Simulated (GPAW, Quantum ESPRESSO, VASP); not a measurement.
# One structure in several programs: MgBr2 (P-3m1, 3 atoms in the cell)

Self-consistent single point.

```
CELL_PARAMETERS angstrom
      3.76142     0.00000     0.00000
     -1.88071     3.25748     0.00000
      0.00000     0.00000     6.24251
ATOMIC_POSITIONS crystal
  Mg 0.00000 0.00000 0.00000
  Br 0.33333 0.66667 0.23348
  Br 0.66667 0.33333 0.76652
```

Shared settings, as Quantum ESPRESSO writes them: occupations = fixed; K_POINTS = automatic 10 10 6 0 0 0. Potentials and cutoffs stand in the table.

| code | model | pressure (GPa) | largest force (eV/Å) | gap on the mesh (eV) | cutoff |
|---|---|---|---|---|---|
| VASP | PBEsol, VASP's PBE PAW potentials (set 64) | 2.59 | 0.394 | 4.518 | 300 eV |
| Quantum ESPRESSO | PBEsol, SSSP 1.1.2 precision (PBE) pseudopotentials | 2.67 | 0.408 | 4.512 | 50 Ry |
| GPAW | PBEsol, GPAW PAW datasets PBEsol (made by gpaw-setup) | 2.72 | 0.408 | 4.534 | 850 eV |

Gaps are read on the mesh.

The spread over the programs that give each value: pressure within 0.13 GPa; largest force within 0.014 eV/Å; gap on the mesh within 0.022 eV.

VASP's run is marked for a possible Pulay error in its stress at this cutoff; no cutoff test was made.

VASP ran the fixed occupations as a Gaussian smearing of 0.01 eV.

The starting cell comes from a database of computed structures (which also holds hypothetical and non-ambient phases and stackings), without a prior relaxation at this level. Its lattice was rescaled by a random factor within 2.5 % of one.

Left out of this page: Ansatz, ABINIT, CP2K, Elk and SIESTA (not drawn, or without a comparable value); FLEUR (unsound by tests on forces, stress, charge or solver warnings).
